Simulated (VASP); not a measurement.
Here is the system:

```yaml
crystal:
  lattice:
    - [0.00000, 2.40500, 2.40500]
    - [2.40500, 0.00000, 2.40500]
    - [2.40500, 2.40500, 0.00000]
  atoms:
    - { symbol: Ca, position: [0.00000, 0.00000, 0.00000] }
    - { symbol: O, position: [0.50000, 0.50000, 0.50000] }
```

These are eigenvalue-self-consistent GW0 on PBE orbitals, VASP's PBE PAW potentials (set 64) (plane waves; VASP) values and carry that method's errors. Numerical set-up: PREC = Normal, 500 eV cut-off, 4×4×4 Γ-centred mesh, Gaussian smearing of 0.010 eV, potentials Ca_sv_GW O_GW_new.

The mesh is coarse and the basis finite, so the quasiparticle values are not converged.

NBANDS = 160, ENCUTGW = 200 eV, NOMEGA = 64, 4 updates of the levels in G. The PBE levels (eV) are:

```tsv
state	KS energy	filling
k1 (0.00, 0.00, 0.00), band 5	-10.48	2
k1 (0.00, 0.00, 0.00), band 6	5.03	2
k1 (0.00, 0.00, 0.00), band 7	5.03	2
k1 (0.00, 0.00, 0.00), band 8	5.03	2
k1 (0.00, 0.00, 0.00), band 9	9.74	0
k1 (0.00, 0.00, 0.00), band 10	11.25	0
k1 (0.00, 0.00, 0.00), band 11	11.25	0
k1 (0.00, 0.00, 0.00), band 12	11.25	0
k5 (0.50, 0.25, 0.00), band 5	-9.75	2
k5 (0.50, 0.25, 0.00), band 6	3.24	2
k5 (0.50, 0.25, 0.00), band 7	3.95	2
k5 (0.50, 0.25, 0.00), band 8	4.23	2
k5 (0.50, 0.25, 0.00), band 9	10.37	0
k5 (0.50, 0.25, 0.00), band 10	12.87	0
k5 (0.50, 0.25, 0.00), band 11	13.84	0
k5 (0.50, 0.25, 0.00), band 12	13.88	0
```

### Question
Give the quasiparticle energies and renormalisation factors Z.

### Answer

```json
[
 {"state": "k1 (0.00, 0.00, 0.00), band 5", "QP energy (eV)": "-12.98", "Z": "0.65"},
 {"state": "k1 (0.00, 0.00, 0.00), band 6", "QP energy (eV)": "3.64", "Z": "0.75"},
 {"state": "k1 (0.00, 0.00, 0.00), band 7", "QP energy (eV)": "3.64", "Z": "0.75"},
 {"state": "k1 (0.00, 0.00, 0.00), band 8", "QP energy (eV)": "3.64", "Z": "0.75"},
 {"state": "k1 (0.00, 0.00, 0.00), band 9", "QP energy (eV)": "10.48", "Z": "0.83"},
 {"state": "k1 (0.00, 0.00, 0.00), band 10", "QP energy (eV)": "13.50", "Z": "0.80"},
 {"state": "k1 (0.00, 0.00, 0.00), band 11", "QP energy (eV)": "13.50", "Z": "0.80"},
 {"state": "k1 (0.00, 0.00, 0.00), band 12", "QP energy (eV)": "13.50", "Z": "0.80"},
 {"state": "k5 (0.50, 0.25, 0.00), band 5", "QP energy (eV)": "-12.27", "Z": "0.66"},
 {"state": "k5 (0.50, 0.25, 0.00), band 6", "QP energy (eV)": "1.60", "Z": "0.74"},
 {"state": "k5 (0.50, 0.25, 0.00), band 7", "QP energy (eV)": "2.44", "Z": "0.74"},
 {"state": "k5 (0.50, 0.25, 0.00), band 8", "QP energy (eV)": "2.78", "Z": "0.75"},
 {"state": "k5 (0.50, 0.25, 0.00), band 9", "QP energy (eV)": "12.12", "Z": "0.81"},
 {"state": "k5 (0.50, 0.25, 0.00), band 10", "QP energy (eV)": "14.97", "Z": "0.78"},
 {"state": "k5 (0.50, 0.25, 0.00), band 11", "QP energy (eV)": "16.55", "Z": "0.77"},
 {"state": "k5 (0.50, 0.25, 0.00), band 12", "QP energy (eV)": "16.83", "Z": "0.75"}
]
```
On the mesh the gap opens from 3.65 to 6.53 eV.

The compound is CaO in the rock salt structure. The cell was not relaxed at this level. The k-mesh is coarse (spacing up to 0.57 per Å, 2π included), so the numbers may not be converged in it.
